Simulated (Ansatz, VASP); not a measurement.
# Li4P6O17 (glassy 60P2O5-40Li2O (mol %)) in two plane-wave programs

Wanted: the spread between two codes on one cell, functional and k mesh. The cell is taken from a series of runs on this material, whose earlier steps may have relaxed or scaled it; both programs get it as it stands.

Calculated with Ansatz 0.2.0; plane waves, with VASP 6.6.1 beside it; single point at revPBE.

## (1) The starting structure

The cell holds 162 atoms: 36 P, 24 Li and 102 O. Its edges and angles: a = 12.649 Å, b = 12.649 Å, c = 12.649 Å, α = 90.0°, β = 90.0°, γ = 90.0°. As first built, before any earlier steps moved the atoms: 162 atoms (36 P, 24 Li, 102 O) placed at random at 2.39 g/cm^3, melted at 4000 K for 10 ps at fixed volume with the Morse and Coulomb pair potential with partial charges (Pedone, Malavasi, Menziani, Cormack and Segre, J. Phys. Chem. B 110, 11780 (2006)). Quenched from 4000 K to 300 K at 500 K/ps and fixed volume, held 10 ps at zero pressure, then minimised at fixed cell.

## (2) VASP: single point, revPBE

A single point gives forces, pressure and levels at one fixed geometry, so differences don't come from the geometry; what else differs is listed under the comparison.

Lines of VASP's logs that name or quote its potential files are left out, and so is its time.

INCAR reads:

```
SYSTEM = Li4P6O17
PREC = Accurate
ENCUT = 650
EDIFF = 1E-05
NELM = 100
ISMEAR = 0
SIGMA = 0.01
LREAL = Auto
ALGO = Fast
GGA = RE
NBANDS = 545
LORBIT = 11
LWAVE = .FALSE.
LCHARG = .FALSE.
ISIF = 2
```

POSCAR reads:

```
Li4P6O17
1.0
   12.6494900000      0.0000000000      0.0000000000
    0.0000000000     12.6494900000      0.0000000000
    0.0000000000      0.0000000000     12.6494900000
P Li O
36 24 102
Direct
    0.1224800000      0.3366200000      0.6415400000
    0.3415800000      0.2796000000      0.5605300000
    0.0133100000      0.4925400000      0.3894000000
    0.2244200000      0.7319500000      0.3835700000
    0.5566900000      0.7654500000      0.5085800000
    0.8920400000      0.3445800000      0.5495100000
    0.1595100000      0.5641300000      0.7450100000
    0.7489100000      0.8079700000      0.3629200000
    0.6047500000      0.0959200000      0.5355300000
    0.4786900000      0.8666200000      0.1896100000
    0.1137000000      0.7657300000      0.8960100000
    0.0555800000      0.6821500000      0.5515800000
    0.0086100000      0.3219400000      0.1975600000
    0.3759000000      0.4409000000      0.1914000000
    0.2470200000      0.1144800000      0.9502400000
    0.0197400000      0.9503800000      0.2385900000
    0.8285200000      0.2413000000      0.7719300000
    0.8505300000      0.1328400000      0.1737400000
    0.5361200000      0.7803400000      0.8634300000
    0.7009200000      0.9319900000      0.1555900000
    0.0383700000      0.0356700000      0.4629200000
    0.6581400000      0.4544500000      0.3056700000
    0.3646900000      0.1565700000      0.3473100000
    0.2371000000      0.2437000000      0.1584700000
    0.8414700000      0.5968000000      0.8102400000
    0.6883400000      0.5053100000      0.9773200000
    0.8447800000      0.6075600000      0.2575900000
    0.7835300000      0.0026700000      0.7993300000
    0.4049200000      0.2044700000      0.7872300000
    0.6752600000      0.3066300000      0.1133500000
[... 126 atom lines left out ...]
    0.1386100000      0.7328000000      0.4746600000
    0.2235900000      0.3111800000      0.5754800000
    0.3027000000      0.6464300000      0.4091000000
    0.7217200000      0.1051100000      0.4963100000
    0.1266500000      0.2620400000      0.7318200000
    0.0719500000      0.8539800000      0.8262100000
```

KPOINTS reads:

```
Automatic mesh
0
Gamma
1 1 1
0 0 0
```

Potentials, in the order of the species: P, Li_sv and O (PBE family, release 64).

On the command line:

```
export OMP_NUM_THREADS=5
mpirun -np 1 vasp_gam
```

Numbers of over 12 decimals in the logs are rounded to 6 here.

The log of the run:

```text
[banner, memory and clock lines left out]
running    1 mpi-ranks, on    1 nodes
[...]
Offloading initialized ...    1 GPUs detected
[...]
|                                                                             |
|               ----> ADVICE to this user running VASP <----                  |
|                                                                             |
|     You enforced a specific xc type in the INCAR file but a different       |
|     [... a line on the potential file left out ...]
|     I HOPE YOU KNOW WHAT YOU ARE DOING!                                     |
|                                                                             |

 LDA part: xc-table for (Slater+PW92), standard interpolation
 POSCAR, INCAR and KPOINTS ok, starting setup
[...]
entering main loop
       N       E                     dE             d eps       ncg     rms          rms(c)
DAV:   1     0.107203562681E+05    0.10720E+05   -0.56688E+05  1090   0.195E+03
DAV:   2    -0.139664604219E+03   -0.10860E+05   -0.10374E+05  1322   0.473E+02
DAV:   3    -0.112612574801E+04   -0.98646E+03   -0.97866E+03  1315   0.154E+02
DAV:   4    -0.117949928621E+04   -0.53374E+02   -0.53053E+02  1652   0.303E+01
[...]
RMM:  30    -0.102267532999E+04   -0.24357E-04   -0.27385E-04  1685   0.214E-02    0.365E-02
RMM:  31    -0.102267534651E+04   -0.16526E-04   -0.19827E-04  1653   0.191E-02    0.371E-02
RMM:  32    -0.102267535821E+04   -0.11694E-04   -0.14423E-04  1571   0.173E-02    0.377E-02
WARNING in EDDRMM: call to ZHEGV failed, returncode =   8  4     91
RMM:  33    -0.102267536661E+04   -0.84020E-05   -0.10924E-04  1549   0.160E-02    0.384E-02
RMM:  34    -0.102267537202E+04   -0.54132E-05   -0.78287E-05  1482   0.149E-02
   1 F= -.10226754E+04 E0= -.10226754E+04  d E =-.134015E-87
```

OUTCAR, selected parts (step 2):

```text
  FREE ENERGIE OF THE ION-ELECTRON SYSTEM (eV)
  ---------------------------------------------------
  free  energy   TOTEN  =     -1022.6753720222 eV

  energy  without entropy=    -1022.6753720222  energy(sigma->0) =    -1022.67537202
```

The run ends at a pressure of 2.75 GPa, with forces up to 5.5 eV/Å.

## (3) Ansatz: single point, revPBE

Ansatz runs on its default PAW (the set named soft_2) files.

The same cell, functional and mesh now go to Ansatz, which takes its cutoff from its data sets.

input.yaml reads:

```yaml
crystal:
  lattice:
    - [12.64949, 0.0, 0.0]
    - [0.0, 12.64949, 0.0]
    - [0.0, 0.0, 12.64949]
  atoms:
    - { symbol: P, position: [0.12248, 0.33662, 0.64154] }
    - { symbol: P, position: [0.34158, 0.2796, 0.56053] }
    - { symbol: P, position: [0.01331, 0.49254, 0.3894] }
    - { symbol: P, position: [0.22442, 0.73195, 0.38357] }
    - { symbol: P, position: [0.55669, 0.76545, 0.50858] }
    - { symbol: P, position: [0.89204, 0.34458, 0.54951] }
    - { symbol: P, position: [0.15951, 0.56413, 0.74501] }
    - { symbol: P, position: [0.74891, 0.80797, 0.36292] }
    - { symbol: P, position: [0.60475, 0.09592, 0.53553] }
    - { symbol: P, position: [0.47869, 0.86662, 0.18961] }
    - { symbol: P, position: [0.1137, 0.76573, 0.89601] }
    - { symbol: P, position: [0.05558, 0.68215, 0.55158] }
    - { symbol: P, position: [0.00861, 0.32194, 0.19756] }
    - { symbol: P, position: [0.3759, 0.4409, 0.1914] }
    - { symbol: P, position: [0.24702, 0.11448, 0.95024] }
    - { symbol: P, position: [0.01974, 0.95038, 0.23859] }
    - { symbol: P, position: [0.82852, 0.2413, 0.77193] }
    - { symbol: P, position: [0.85053, 0.13284, 0.17374] }
    - { symbol: P, position: [0.53612, 0.78034, 0.86343] }
    - { symbol: P, position: [0.70092, 0.93199, 0.15559] }
    - { symbol: P, position: [0.03837, 0.03567, 0.46292] }
    - { symbol: P, position: [0.65814, 0.45445, 0.30567] }
    - { symbol: P, position: [0.36469, 0.15657, 0.34731] }
    - { symbol: P, position: [0.2371, 0.2437, 0.15847] }
    - { symbol: P, position: [0.84147, 0.5968, 0.81024] }
    - { symbol: P, position: [0.68834, 0.50531, 0.97732] }
    - { symbol: P, position: [0.84478, 0.60756, 0.25759] }
    - { symbol: P, position: [0.78353, 0.00267, 0.79933] }
    - { symbol: P, position: [0.40492, 0.20447, 0.78723] }
    - { symbol: P, position: [0.67526, 0.30663, 0.11335] }
[... 126 atom lines left out ...]
    - { symbol: O, position: [0.13861, 0.7328, 0.47466] }
    - { symbol: O, position: [0.22359, 0.31118, 0.57548] }
    - { symbol: O, position: [0.3027, 0.64643, 0.4091] }
    - { symbol: O, position: [0.72172, 0.10511, 0.49631] }
    - { symbol: O, position: [0.12665, 0.26204, 0.73182] }
    - { symbol: O, position: [0.07195, 0.85398, 0.82621] }
kpoints:
  mp_grid: { grid: [1, 1, 1] }
hamiltonian:
  xc: revpbe
scf:
  occupations: { method: fixed }
output:
  forces: true
```

On the command line:

```
ansatz run input.yaml --threads 4 --pin off --max-ram 8192MiB --backend cpu --events-out ev --progress --plain --runs-dir out
```

The log of the run:

```text
Engine: ansatz 0.2.0, x86_64-unknown-linux-gnu
Pseudopotentials: kind: paw
Pseudopotential: P, paw, valence charge 5, recommended cutoff 420 eV (normal), P.paw.azcp
Pseudopotential: Li, paw, valence charge 3, recommended cutoff 420 eV (normal), Li.paw.azcp
Pseudopotential: O, paw, valence charge 6, recommended cutoff 420 eV (normal), O.paw.azcp
Functional definition: revPBE
  parameter kappa = 1.245
  parameter beta = 0.066725
  exchange = pbe_x(kappa = kappa, mu = beta*pi^2/3)
  correlation = pbe_c(beta = beta)
Crystal: 162 atoms, lattice volume = 2024.040 Å³
Basis set: ecut = 420 eV, 39607 PW (Γ), exchange–correlation on 180×180×180 points (8 copies of the dense FFT grid, shifted against one another)
Bands: 594, of which v1, the nominal top of the filled ones, is band 432 counted from 1 (431 counted from 0)
Symmetry: 1 space group operations
Space group: P1 (ITA 1), of the structure as read, at distance tolerance 1.3e-4 Å
k-points: 1
Non-local potential: P, projectors of the file, l = 0: 2, l = 1: 2, l = 2: 2
Non-local potential: Li, projectors of the file, l = 0: 3, l = 1: 2, l = 2: 1
Non-local potential: O, projectors of the file, l = 0: 2, l = 1: 2, l = 2: 1
PAW form: soft (Blöchl's): semilocal exchange-correlation on the pseudo side does not see the compensation charge
PAW frozen core: P, regenerated for the run's functional, and the local potential with it (the file was generated under x = pbe(κ = 0.804, μ = 0.219515), c = pbe(β = 0.066725))
PAW frozen core: O, regenerated for the run's functional, and the local potential with it (the file was generated under x = pbe(κ = 0.804, μ = 0.219515), c = pbe(β = 0.066725))
PAW one-centre angular grid: P, 110 points (default); XC on 64 Gauss nodes
PAW one-centre angular grid: Li, 110 points (default); XC on 64 Gauss nodes
PAW one-centre angular grid: O, 110 points (default); XC on 64 Gauss nodes
Initial density: superposition of atomic densities (neutral atoms: chi_scale 0, normalization atom), corrected by the library's trained network
Initial wavefunctions: pseudopotential atomic-orbital guess
Functional: x = revpbe(κ = 1.245, μ = 0.219515), c = pbe(β = 0.066725)
SCF iter   1: F=—  HF=-90287.956116 eV  |F-HF|=—  |Δ(HF+E_count)|=         —  Δρ=5.54e-3  dr2=8.90e-1  ethr=1.77e-3  ⟨swp⟩=7.0  Hψ=2158  notcnv=0  defer=160
preconditioner: auto → Resta (q_TF=auto, 2.367 Å⁻¹)  ε∞=2.9  [insulator: Δε(μ)=2.430 eV  Ē_g=16.909 eV  n_scr=460 (ndim 8)  ℏωp=23.6 eV  f_vac=0.177  ε∞_Penn≈2.9]
SCF iter   2: F=—  HF=-90287.793698 eV  |F-HF|=—  |Δ(HF+E_count)|=   1.62e-1  Δρ=2.83e-3  dr2=1.72e-1  ethr=1.03e-4  ⟨swp⟩=3.0  Hψ=958  notcnv=0  defer=160
SCF iter   3: F=—  HF=-90287.775481 eV  |F-HF|=—  |Δ(HF+E_count)|=   1.82e-2  Δρ=1.19e-3  dr2=4.93e-2  ethr=1.99e-5  ⟨swp⟩=3.0  Hψ=769  notcnv=0  defer=134
automatic band count: iteration 3 solves 568 bands in place of 594: the levels show a gap, and the empty bands left out lie too high to hold charge; the band table lists the bands solved (type scf.n_extra_bands for more)
SCF iter   4: F=—  HF=-90287.767480 eV  |F-HF|=—  |Δ(HF+E_count)|=   8.00e-3  Δρ=5.39e-4  dr2=6.39e-3  ethr=5.71e-6  ⟨swp⟩=4.0  Hψ=806  notcnv=0  defer=134
SCF iter   5: F=—  HF=-90287.767098 eV  |F-HF|=—  |Δ(HF+E_count)|=   3.82e-4  Δρ=2.57e-4  dr2=1.29e-3  ethr=7.39e-7  ⟨swp⟩=3.0  Hψ=1068  notcnv=0  defer=134
SCF iter   6: F=—  HF=-90287.767202 eV  |F-HF|=—  |Δ(HF+E_count)|=   1.04e-4  Δρ=7.97e-5  dr2=1.06e-4  ethr=1.49e-7  ⟨swp⟩=3.0  Hψ=809  notcnv=0  defer=134
SCF iter   7: F=—  HF=-90287.767298 eV  |F-HF|=—  |Δ(HF+E_count)|=   9.59e-5  Δρ=4.37e-5  dr2=3.30e-5  ethr=1.23e-8  ⟨swp⟩=3.0  Hψ=862  notcnv=0  defer=129
SCF iter   8: F=—  HF=-90287.768243 eV  |F-HF|=—  |Δ(HF+E_count)|=   9.44e-4  Δρ=1.28e-5  dr2=3.05e-6  ethr=3.82e-9  ⟨swp⟩=3.0  Hψ=1143  notcnv=0  defer=128
SCF iter   9: F=—  HF=-90287.768246 eV  |F-HF|=—  |Δ(HF+E_count)|=   3.71e-6  Δρ=6.24e-6  dr2=6.69e-7  ethr=3.53e-10  ⟨swp⟩=3.0  Hψ=1047  notcnv=0  defer=129
SCF iter  10: F=—  HF=-90287.768247 eV  |F-HF|=—  |Δ(HF+E_count)|=   3.56e-7  Δρ=3.14e-6  dr2=1.76e-7  ethr=7.75e-11  ⟨swp⟩=3.0  Hψ=939  notcnv=0  defer=129
SCF iter  11: F=-90287.768247 eV  HF=-90287.768247 eV  |F-HF|=2.59e-8  |Δ(HF+E_count)|=   7.97e-8  Δρ=7.79e-7  dr2=1.40e-8  ethr=1.16e-11  ⟨swp⟩=6.0  Hψ=1850  notcnv=0
SCF 1 converged in 11 iterations: F = -90287.768247 eV  dr2 = 1.40e-8
  greatest PAW one-centre occupation: 1.000 electrons in one spin orbital (limit 2), on the Li atom at site 48 (counted from 0), in its partial waves of l = 0
SCF converged after 11 iterations
Free energy (F): -90287.768247 eV
Harris-Foulkes:  -90287.768247 eV  (|F-HF|=2.59e-8)
Internal energy: -90287.768247 eV  (E = F + TS)
E sigma→0 (E₀):  -90287.768247 eV
Fermi energy:    4.006462 eV
--- Per-component energies (eV) ---
  E_band       = -6176.896733
  E_kinetic    = 21570.140652
[...]
E_core_change = -2.421827  (= ΣΔE_core)
  E_smearing   = -0.000000  (= −TS)
  E_closure    = 0.000000  (closes the sum)
  Σ components = -90287.768247   (vs F -90287.768247, Δ=0.00e0)
--- Forces (eV/Å), atoms counted from 1 ---
  atom   1  P     -0.87959901    -0.02055620     4.69002768
  atom   2  P     -0.04535973     0.77034182     0.28839901
  atom   3  P      3.16550661    -1.00812391     2.19521129
  atom   4  P      0.38468760    -2.47112027    -1.63402176
  atom   5  P      0.15290837     0.63766768     3.31202861
  atom   6  P      0.27812125     1.04325014     1.44110574
  atom   7  P      1.93619672     0.43902609     2.26485152
  atom   8  P      0.72196415     2.50983546     2.34402608
  atom   9  P     -5.25959288     0.76858139    -1.54877915
  atom  10  P     -0.89335588    -2.41122434     0.86890644
  atom  11  P     -0.01635753     0.28004190     0.45945575
  atom  12  P     -1.04667757    -1.17605526    -1.07504322
  atom  13  P     -3.56736674     1.80488727    -0.49364065
  atom  14  P      1.92176545     1.81417924     1.53452138
  atom  15  P     -0.89610083    -3.98502673    -0.43680494
  atom  16  P     -0.52927151    -0.21499141    -1.40316753
  atom  17  P     -1.27576292     2.15421123     1.42431801
  atom  18  P      4.55471126     0.06234824    -1.32861281
  atom  19  P      1.54302158    -2.33136500     1.32060197
  atom  20  P      0.74178399    -1.62575707    -0.01478831
  atom  21  P      3.58396448     2.13974782     0.05160281
  atom  22  P     -1.78631745     0.80265658     2.68871479
  atom  23  P      5.21953877    -0.29139388    -2.31201472
  atom  24  P      0.91202086     3.16233420     0.51454420
[...]
atom 155  O      0.90767107    -0.78237324    -1.02252572
  atom 156  O      1.78688576    -0.35559031     1.12121084
  atom 157  O     -0.29787653     1.59613767     1.40200593
  atom 158  O      0.60317124    -0.16274034    -2.62823787
  atom 159  O      1.28317587    -1.15964815     0.87268032
  atom 160  O      2.99938083    -0.56277671     0.07761983
  atom 161  O     -0.03140558    -0.55667223     0.05927677
  atom 162  O     -1.18597431     1.47818072    -1.27760570
  max |Σ_I F_I| component: 4.46e-5 eV/Å
```

## (4) Comparison

Known differences besides the PAW data sets themselves: fixed occupations in Ansatz, narrow Gaussian smearing in VASP; the cutoff is 420 eV in Ansatz and 650 eV in VASP (PREC = Accurate, projectors in real space); Ansatz makes its cores anew for this functional, VASP keeps those of its PBE data sets; VASP leaves aspherical gradient terms in its spheres out (LASPH is not set), Ansatz keeps them. Total energies have different zeros and are not compared.

Both answers:

```tsv
quantity	Ansatz	VASP	difference
gap on the k mesh (eV)	1.747	1.660	+0.087
```

Forces on 10 of the 162 atoms, picked by the larger force of the two programs (eV/Å; atoms numbered as in POSCAR):

```tsv
atom	Ansatz x, y, z	VASP x, y, z
P1	-0.880, -0.021, 4.690	-0.875, 0.036, 4.588
P3	3.166, -1.008, 2.195	2.985, -1.007, 2.165
P9	-5.260, 0.769, -1.549	-5.154, 0.732, -1.468
P13	-3.567, 1.805, -0.494	-3.482, 1.769, -0.403
P15	-0.896, -3.985, -0.437	-0.853, -3.909, -0.425
P18	4.555, 0.062, -1.329	4.446, 0.061, -1.271
P21	3.584, 2.140, 0.052	3.465, 2.088, 0.041
P23	5.220, -0.291, -2.312	5.036, -0.362, -2.241
P25	4.030, -1.344, -2.293	3.911, -1.328, -2.277
O149	-2.430, -2.758, -1.917	-2.354, -2.731, -1.811
```

The forces differ by 67 meV/Å r.m.s., which is 5.5 % of the r.m.s. force of 1.22 eV/Å (both taken over all components).

## (5) Summary of results

```json
{
  "r.m.s. force difference (single point, revPBE)": "5.5 % of the r.m.s. force",
  "difference in gap on the k mesh (single point, revPBE)": "0.087 eV"
}
```

What this shows: The r.m.s. force difference is 5.5 % of the r.m.s. force (single point, revPBE), beyond the 3 % picked in this series as the mark of a large difference. Also far apart in the single point, revPBE pair: the difference in gap on the k mesh, 0.087 eV. No further run was made for the single point, revPBE pair, so its cause stays open. How closely two codes agree says nothing of how well the functional describes the real material.

[Lines on the potential files, build, host, timing and source positions are cut from VASP's logs without a mark.]

[Logs are printed without paths, hosts, clocks, repeated set-up lines and the standing remarks that a program may print on its own settings, such as how far it seeks lower states.]

[Hosts, paths, dates, database ids (printed as entryN), source tags and the programs' standing remarks are cut or masked in the printed files.]
